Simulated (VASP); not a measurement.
An input for Ansatz (written as the equivalent of a VASP run, and not itself run):

Ansatz 0.2 input:
```yaml
crystal:
  lattice:
    - [4.4350000, 0.0000000, 0.0000000]
    - [0.0000000, 4.4350000, 0.0000000]
    - [0.0000000, 0.0000000, 4.4350000]
  atoms:
    - { symbol: Ti, position: [0.0000000, 0.0000000, 0.0000000] }
    - { symbol: C, position: [0.5000000, 0.5000000, 0.5000000] }
    - { symbol: C, position: [0.0000000, 0.0000000, 0.5000000] }
    - { symbol: C, position: [0.0000000, 0.5000000, 0.0000000] }
    - { symbol: C, position: [0.5000000, 0.0000000, 0.0000000] }
    - { symbol: Nb, position: [0.5000000, 0.5000000, 0.0000000] }
    - { symbol: Nb, position: [0.5000000, 0.0000000, 0.5000000] }
    - { symbol: Nb, position: [0.0000000, 0.5000000, 0.5000000] }
kpoints:
  mp_grid: { grid: [8, 8, 8] }
hamiltonian:
  xc: pbesol
  pseudopotentials: { kind: paw }
scf:
  occupations: { method: methfessel_paxton, width: 0.1 }
  max_iter: 100
relax:
  max_steps: 60
  f_tol: 0.01
  cell: {}
output: { forces: true, stress: true, eigenvalues: true }
```

Q: Translate this input to VASP (INCAR, KPOINTS, POSCAR, choice of POTCAR).

A: One answer among several that fit: 
**POSCAR**
```
Nb3TiC4
1
    4.4350000000     0.0000000000     0.0000000000
    0.0000000000     4.4350000000     0.0000000000
    0.0000000000     0.0000000000     4.4350000000
Ti C Nb
1 4 3
Direct
  0.0000000000   0.0000000000   0.0000000000
  0.5000000000   0.5000000000   0.5000000000
  0.0000000000   0.0000000000   0.5000000000
  0.0000000000   0.5000000000   0.0000000000
  0.5000000000   0.0000000000   0.0000000000
  0.5000000000   0.5000000000   0.0000000000
  0.5000000000   0.0000000000   0.5000000000
  0.0000000000   0.5000000000   0.5000000000
```

### INCAR
```
! general
SYSTEM  = Nb3TiC4
PREC    = Accurate
ENCUT   = 520
LREAL   = .FALSE.
LASPH   = .TRUE.

! electronic loop
EDIFF   = 1E-6   ! SCF stop (eV)
NELM    = 100   ! most electronic steps
ALGO    = Normal   ! blocked Davidson
LMAXMIX = 4   ! l cut-off of mixed one-centre charges

! smearing
ISMEAR  = 1
SIGMA   = 0.1

! functional
GGA     = PS   ! PBEsol

! ions
IBRION  = 2
NSW     = 60   ! most ionic steps
ISIF    = 3
EDIFFG  = -0.01   ! ionic stop

! output
LWAVE   = .FALSE.
LCHARG  = .FALSE.
```

### KPOINTS
```
Automatic mesh
0
gamma
  8 8 8
0 0 0
```

POTCAR, in this order: Ti_sv C Nb_sv (PBE.64 set). Program: vasp_std.

What does not carry over: each code has its own PAW files, so the cut-off isn't converted (ENCUT is set for VASP's; basis.ecutwfc is left out, and Ansatz then takes the one that its files recommend); Ansatz stops its SCF on the density residual and VASP on the energy change (EDIFF).

The structure was generated: Nb3TiC4 was put into an ordered model structure (Pm-3m), which need not be its known phase. This run relaxes it. Symmetry was kept, so distortions that lower it aren't found.
